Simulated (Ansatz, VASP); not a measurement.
**Co2Ru (Co-Ru-Co stack, (111) layers): VASP beside Ansatz**

Aim: how closely do two programs agree when they are given the same cell, functional and k mesh? Of the first pair: The structure shown is the start of the Ansatz relaxation below; VASP solves that cell, so the two are compared at the walk's first step.

Calculated with Ansatz 0.2.0; plane waves, with VASP 6.6.1 beside it; LDA.

In doubt: warnings of the run leave room for a lower electronic state, so energies may not be the lowest and differences between runs may mislead.

## Step 1: Starting point

The cell holds 3 atoms: 2 Co and 1 Ru. Its edges and angles: a = 2.673 Å, b = 2.673 Å, c = 32.529 Å, α = 90.0°, β = 90.0°, γ = 120.0°. It derives from Co2Ru. Vacuum lies along c. The height across the vacuum is the one that the program set for its solve, not the one typed.

## Step 2: Ansatz: relaxation, LDA

Ansatz runs on its PAW soft_1 files.

The two programs are compared at the cell with which this relaxation starts, whose forces are those of its first step.

Contents of input.yaml:

```yaml
crystal:
  lattice:
    - [2.67272, 0.0, 0.0]
    - [-1.33636, 2.31465, 0.0]
    - [0.0, 0.0, 15.36454]
  atoms:
    - { symbol: Co, position: [0.0, 0.0, 0.35796713], spin: 1.96 }
    - { symbol: Ru, position: [0.33333333, 0.66666667, 0.5], spin: 0.27 }
    - { symbol: Co, position: [0.66666667, 0.33333333, 0.64203287], spin: 1.96 }
  periodic: [true, true, false]
kpoints:
  mp_grid: { grid: [9, 9, 1] }
hamiltonian:
  xc: lda
  pseudopotentials: { kind: paw, azcp: { folder: soft_1 }, xc_functional: pbe }
scf:
  occupations: { method: gaussian, width: 0.1 }
output:
  forces: true
  stress: true
  eigenvalues: true
  populations: true
magnetization:
  spin_polarized: true
relax:
  adjacent_minimum: "off"
  f_tol: 0.05
  max_steps: 80
  cell: { stress_2d_tol: 0.02 }
```

The run is started by

```bash
> ansatz run input.yaml --threads 4 --pin off --max-ram 12288MiB --backend cpu --events-out ev --progress --plain --runs-dir out
```

Numbers of over 12 decimals in the logs are rounded to 6 here.

The log of the run:

```text
Warning: crystal.periodic: the lattice vector that does not repeat stood 0.000° off the slab's normal, 15.365 Å along it as the deck builds it. The run solves the slab on a vector along the normal, 32.529 Å long, with every atom where it was (on the deck's vector they left 11.00 Å outside them, and the widest stretch free of ions among them is 2.18 Å). A fractional position that the run reports is one of the run's ce [...]
The last accepted step is kept in <dir> (removed where the run ends without a failure and the disk answers)
crystal.periodic: the lattice vector that does not repeat stood 0.000° off the slab's normal, 15.365 Å along it as the deck builds it. The run solves the slab on a vector along the normal, 32.529 Å long, with every atom where it was (on the deck's vector they left 11.00 Å outside them, and the widest stretch free of ions among them is 2.18 Å). A fractional position that the run reports is one of the run's cell, which [...]
Engine: ansatz 0.2.0, aarch64-unknown-linux-gnu
Pseudopotentials: kind: paw
Pseudopotential: Co, paw, valence charge 17, recommended cutoff 420 eV (normal), soft_1/Co.paw.azcp
Pseudopotential: Ru, paw, valence charge 16, recommended cutoff 420 eV (normal), soft_1/Ru.paw.azcp
Functional definition: SPW92
  exchange = slater_x
  correlation = pw_c
Crystal: 3 atoms, lattice volume = 201.238 Å³
Basis set: ecut = 420 eV, 4003 PW (Γ)
Bands: 33, of which v1, the nominal top of the filled ones, is band 25 counted from 1 (24 counted from 0)
Symmetry: 12 space group operations
Space group: P-3m1 (ITA 164), of the structure as read, at distance tolerance 5.9e-5 Å
Magnetic group: BNS 164.85 (UNI 1315), of the structure as read, at distance tolerance 5.9e-5 Å
k-points: 12 of 81
Non-local potential: Co, projectors of the file, l = 0: 3, l = 1: 2, l = 2: 3, l = 3: 1
Non-local potential: Ru, projectors of the file, l = 0: 3, l = 1: 2, l = 2: 2, l = 3: 1
PAW form: soft (Blöchl's): semilocal exchange-correlation on the pseudo side does not see the compensation charge
PAW frozen core: Co, regenerated for the run's functional, and the local potential with it (the file was generated under x = pbe(κ = 0.804, μ = 0.219515), c = pbe(β = 0.066725))
PAW frozen core: Ru, regenerated for the run's functional, and the local potential with it (the file was generated under x = pbe(κ = 0.804, μ = 0.219515), c = pbe(β = 0.066725))
PAW one-centre angular grid: Co, 590 points (default); XC on 64 Gauss nodes
PAW one-centre angular grid: Ru, 590 points (default); XC on 64 Gauss nodes
Initial density: superposition of atomic densities (neutral atoms: chi_scale 0, normalization atom)
Starting moments: Σ|m| = 4.19 μB on 3 of 3 sites
Initial wavefunctions: pseudopotential atomic-orbital guess
Functional: x = slater, c = lda
[...]
eigensolver tolerance schedule: the retry pair's looser diagonalisation over-reported the residual by 14002.91 of it (diagonalisation noise at an unbounded share of the residual, at the tolerance the schedule requests for it); recorded, not acted on — ethr = c·dr2/N_el stays at c = 1.0e-1
spin=Collinear: LDOS preconditioning applied to the charge; magnetization (m = ρ↑ − ρ↓) channel mixes plain (no charge-response kernel on spin).
SCF iter   2: F=—  HF=-15881.338207 eV  |F-HF|=—  |Δ(HF+E_count)|=   1.12e-4  Δρ=2.24e-6 (↑2.24e-6 ↓1.87e-6)  dr2=3.90e-8  dr2_m=1.06e-10  M=2.414 μB ∫|m|=2.578 μB  β_m=0.30  ethr=4.21e-11  ⟨swp⟩=7.0  Hψ=3426  notcnv=0
SCF iter   3: F=—  HF=-15881.338207 eV  |F-HF|=—  |Δ(HF+E_count)|=   7.67e-9  Δρ=9.33e-7 (↑9.33e-7 ↓7.34e-7)  dr2=7.10e-9  dr2_m=2.75e-11  M=2.414 μB ∫|m|=2.578 μB  β_m=0.65  ethr=4.21e-11  ⟨swp⟩=3.0  Hψ=1327  notcnv=0
SCF iter   4: F=—  HF=-15881.338207 eV  |F-HF|=—  |Δ(HF+E_count)|=  9.55e-10  Δρ=3.95e-7 (↑3.95e-7 ↓2.94e-7)  dr2=1.19e-9  dr2_m=1.01e-11  M=2.414 μB ∫|m|=2.578 μB  β_m=0.55  ethr=1.42e-11  ⟨swp⟩=2.8  Hψ=1474  notcnv=0
SCF iter   5: F=—  HF=-15881.338207 eV  |F-HF|=—  |Δ(HF+E_count)|=  3.46e-11  Δρ=3.35e-7 (↑3.35e-7 ↓2.52e-7)  dr2=8.94e-10  dr2_m=6.07e-12  M=2.414 μB ∫|m|=2.578 μB  β_m=0.52  ethr=2.38e-12  ⟨swp⟩=2.3  Hψ=1261  notcnv=0
SCF iter   6: F=—  HF=-15881.338207 eV  |F-HF|=—  |Δ(HF+E_count)|=  2.04e-10  Δρ=7.72e-8 (↑7.72e-8 ↓5.06e-8)  dr2=1.71e-11  dr2_m=2.67e-12  M=2.414 μB ∫|m|=2.578 μB  β_m=0.61  ethr=1.79e-12  ⟨swp⟩=2.8  Hψ=1291  notcnv=0
SCF iter   7: F=—  HF=-15881.338207 eV  |F-HF|=—  |Δ(HF+E_count)|=  5.64e-11  Δρ=1.75e-7 (↑1.75e-7 ↓1.65e-7)  dr2=2.62e-10  dr2_m=3.29e-13  M=2.414 μB ∫|m|=2.578 μB  β_m=0.61  ethr=1.00e-12  ⟨swp⟩=3.1  Hψ=1456  notcnv=0
SCF iter   8: F=—  HF=-15881.338207 eV  |F-HF|=—  |Δ(HF+E_count)|=  9.46e-11  Δρ=4.49e-8 (↑4.12e-8 ↓4.49e-8)  dr2=1.59e-11  dr2_m=1.71e-14  M=2.414 μB ∫|m|=2.578 μB  β_m=0.60  ethr=1.00e-12  ⟨swp⟩=2.5  Hψ=1104  notcnv=0
SCF iter   9: F=—  HF=-15881.338207 eV  |F-HF|=—  |Δ(HF+E_count)|=  1.35e-10  Δρ=3.15e-8 (↑3.15e-8 ↓2.42e-8)  dr2=8.10e-12  dr2_m=4.76e-14  M=2.414 μB ∫|m|=2.578 μB  β_m=0.33  ethr=1.00e-12  ⟨swp⟩=1.5  Hψ=950  notcnv=0
SCF iter  10: F=—  HF=-15881.338207 eV  |F-HF|=—  |Δ(HF+E_count)|=  1.56e-10  Δρ=6.77e-9 (↑4.11e-9 ↓6.77e-9)  dr2=1.44e-13  dr2_m=3.91e-15  M=2.414 μB ∫|m|=2.578 μB  β_m=0.21  ethr=1.00e-12  ⟨swp⟩=1.6  Hψ=968  notcnv=0
SCF iter  11: F=—  HF=-15881.338207 eV  |F-HF|=—  |Δ(HF+E_count)|=  2.36e-11  Δρ=2.29e-8 (↑1.51e-8 ↓2.29e-8)  dr2=2.54e-12  dr2_m=3.31e-14  M=2.414 μB ∫|m|=2.578 μB  β_m=0.20  ethr=1.00e-12  ⟨swp⟩=11.8  Hψ=5126  notcnv=0  recentre
SCF iter  12: F=-15881.338207 eV  HF=-15881.338207 eV  |F-HF|=1.15e-10  |Δ(HF+E_count)|=  1.49e-10  Δρ=1.80e-8 (↑1.10e-8 ↓1.80e-8)  dr2=1.59e-12  dr2_m=2.44e-14  M=2.414 μB ∫|m|=2.578 μB  ethr=1.00e-12  ⟨swp⟩=4.7  Hψ=3169  notcnv=0
SCF 8 converged in 12 iterations: F = -15881.338207 eV  dr2 = 1.59e-12
relax step   8: F+E_penalty+E_count = -15881.33820682 eV  Δ(F+E_penalty+E_count) = +4.869e-6 eV  max|allowed force component| = 5.496e-6 eV/Å  Δτ_max = 0.0000 Å  P = +0.000 N/m  Ω = 177.389 Å³  fix = [c, alpha, beta]  reactions: c +0.000 N/m  stress off target by 8.75e-5 N/m on what of the cell is left free  SCF on the basis re-selected at this cell (its energy is not comparable with the rows above)  (12 SCF iters)
basis re-selected at this cell: Δ(F+E_penalty+E_count) = +4.869e-6 eV, ΔP = -0.000 N/m vs the last step (what re-selecting the basis moved, of the pressure what is left beyond the Pulay correction that the steps carried, after the strain that the cell walked since its last selection, with what the two solves' SCF thresholds leave and, on support functions, any second-order correction that the steps lacked; it is no m [...]
WARN: an SCF from ferrimagnetic starting moments (-1.96, 0.27, 1.96 Bohr magnetons, atom by atom) was not made, by what the run has read of turns of its moments that order reads lower: the deck asks for what bars it, or types moments that do (magnetization.spin_polarized, in the input reference, names some of the keys), or the run goes by scf.lower_state_search: light, the default, which as a rule tries one only behi [...]
SCF converged after 12 iterations
Magnetization: 2.4143 μB (26.2072 up, 23.7928 down)
Absolute magnetization: 2.5800 μB (∫|ρ↑−ρ↓|, with the PAW one-centre terms)
Spin contamination: 0.0679 ħ² per cell (⟨S²⟩ above its minimum at these occupations)
Per-site moments (μB) at R_I (Å): [(1.144760, 1.021108), (0.158198, 1.021108), (1.144760, 1.021108)]
Free energy (F): -15881.338207 eV
Harris-Foulkes:  -15881.338207 eV  (|F-HF|=1.15e-10)
Internal energy: -15881.326752 eV  (E = F + TS)
E sigma→0 (E₀):  -15881.332479 eV
Entropy (-TS):   -0.011455 eV (-3.818 meV/atom)
Fermi energy:    -5.323897 eV
--- Per-component energies (eV) ---
  E_band       = -1806.852532
  E_kinetic    = 1050.138958
  E_local      = -263017.589884  (includes V_loc(G=0)·N_el)
  E_nonlocal   = 1298.968216
  E_hartree    = 130358.472364
  E_xc         = -352.556219
  E_vxc        = -451.663298  (∫ρ·V_xc dr)
  E_paw        = -6400.831467  (= ΣΔE_a)
  E_vpaw       = -1403.651811  (= ΣTr[D̂ρ^β])
  E_aug_tail   = 0.000568  (compensation charges beyond the density's cutoff)
  E_ewald      = 121180.662526
  E_core_change = 1.408187  (= ΣΔE_core)
  E_smearing   = -0.011455  (= −TS)
  E_closure    = 0.000000  (closes the sum)
  Σ components = -15881.338207   (vs F -15881.338207, Δ=0.00e0)
--- Forces (eV/Å), atoms counted from 1 ---
  atom   1  Co     0.00000000    -0.00000000    -0.00000550
  atom   2  Ru    -0.00000000    -0.00000000     0.00000000
  atom   3  Co    -0.00000000     0.00000000     0.00000550
  max |Σ_I F_I| component: 4.63e-18 eV/Å
--- 2D stress c σ (N/m, compression-positive) ---
        0.000087       0.000000       0.000000
       -0.000000       0.000087       0.000000
        0.000000       0.000000       0.000000
  P = ½ c Tr σ = 0.0001 N/m
--- Band table (eV; the first three rows and the last of 24) ---
  k-point 0 ↑: bands = [... 21 lower, -7.3230, -7.3230, -6.1938, -6.1938, -6.1598, -6.1598, -6.1526, -4.7172, ... 4 higher]
  k-point 1 ↑: bands = [... 21 lower, -7.3849, -7.1328, -6.9355, -6.4725, -6.3696, -6.0601, -5.6778, -5.0497, ... 4 higher]
  k-point 2 ↑: bands = [... 21 lower, -7.2199, -6.9488, -6.7585, -6.6266, -6.4282, -5.7477, -5.6048, -4.5407, ... 4 higher]
  k-point 11 ↓: bands = [... 21 lower, -6.4554, -5.5040, -5.5040, -4.6260, -4.6260, -3.9490, 1.6029, 1.7419, ... 4 higher]
--- Relaxed structure (6 steps of the walk, 6 accepted, 2 SCFs on fresh bases) ---
  F+E_penalty+E_count = -15881.33820682 eV   max|allowed force component| = 5.496e-6 eV/Å   (the final SCF, on the basis selected at the relaxed cell)
  cell:  # Å, volume = 177.3889 Å³
    - [2.509354, 0, 0]
    - [-1.254677, 2.173165, 0]
    - [0, 0, 32.529079]
  atoms:
    - { symbol: Co, position: [0, 0, 0.174463] }
    - { symbol: Ru, position: [0.333333, 0.666667, 0.236166] }
    - { symbol: Co, position: [0.666667, 0.333333, 0.297870] }
--- Löwdin populations: 3 sites ---
  site symbol       q [e]    m [muB]
     0     Co     16.7209     1.1445
     1     Ru     16.0493     0.1845
     2     Co     16.7209     1.1445
  spilling = 0.010179 (of n_electrons = 50.000000)
```

Reading the cycles: dr2 is the Hartree energy of the density residual (eV), the measure of convergence; HF is the Harris–Foulkes estimate of the energy, which meets the free energy F at convergence.

(Part 1 of 2 ends here.)

[Lines on the potential files, build, host, timing and source positions are cut from VASP's logs without a mark.]

[Logs are printed without paths, hosts, clocks, repeated set-up lines and the standing remarks that a program may print on its own settings, such as how far it seeks lower states.]

[Hosts, paths, dates, database ids (printed as entryN), source tags and the programs' standing remarks are cut or masked in the printed files.]
